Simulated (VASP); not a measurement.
Energy against volume of NiAl (CsCl type). Calculation: optB86b-vdW, VASP's PBE PAW potentials (set 64) (plane waves; VASP).

```csv
V (Å³/atom),E (eV/atom)
11.213,-3.34439
11.571,-3.36234
11.929,-3.36735
12.287,-3.36136
12.645,-3.34602
```

Q: Fit a third-order Birch-Murnaghan equation of state.

A: 
| Property | Value |
|---|---|
| volume per atom | 11.90 Å^3/atom |
| bulk modulus | 165 GPa |
| pressure derivative of the bulk modulus | 4.40 |
| lattice constant a | 2.877 Å |

Measured: bulk modulus 156 GPa (computed value off by +5.9 %), as given by Yamada et al., (2019), arXiv:1910.09660; a 2.882 Å at 0 K (computed value off by -0.2 %), as given by H. Levämäki et al., Physical Review B (2014), arXiv:1402.3671 [extrapolated to 0 K, zero-point anharmonic expansion removed (Haas, Tran, Blaha 2009)]. The calculation is for a static lattice, while the measured bulk modulus holds thermal and zero-point effects, which are part of the difference.

The compound is NiAl in the CsCl type structure. It was relaxed first. The run is not spin-polarised, so no magnetic state was tried.
